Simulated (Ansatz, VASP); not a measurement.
# One calculation of Mo3As, two programs

```
Mo As
1.0
     3.95456    0.00000    0.00000
     0.00000    3.95456    0.00000
     0.00000    0.00000    3.95456
Mo As
3 1
Direct
  0.00000 0.50000 0.50000
  0.50000 0.00000 0.50000
  0.50000 0.50000 0.00000
  0.00000 0.00000 0.00000
```

Alike in both runs: functional PBE; k mesh 4 × 4 × 4; occupations gaussian, width 0.1 eV; no spin polarisation.

Ansatz relaxed the structure, and its values are those at the end. VASP's run is a single point on that final structure, the one shown.

|  | VASP | Ansatz |
| --- | --- | --- |
| version | VASP 6.6.1 | Ansatz 0.2.0 |
| potentials or method | VASP PAW PBE potentials, release 64 (Mo_sv, As) | scalar-relativistic, plane waves, PAW |
| plane-wave cutoff (eV) | 520 | 420 |
| valence electrons in the cell | 47 | 57 |

|  | VASP | Ansatz | Ansatz less VASP |
| --- | --- | --- | --- |
| gap on the k mesh at the Fermi level (eV) | none | none | - |
| pressure (GPa) | 0.5 | 0.0 | -0.48 |

A gap of «none» marks a metal or a gap that the smearing closes. With one functional, cell and mesh, what is left measures potentials, basis and numerics. The two sets of potentials don't hold the same shells in valence.

Caveats: the k mesh is coarse (spacing up to 0.40 Å⁻¹), so the values aren't converged.
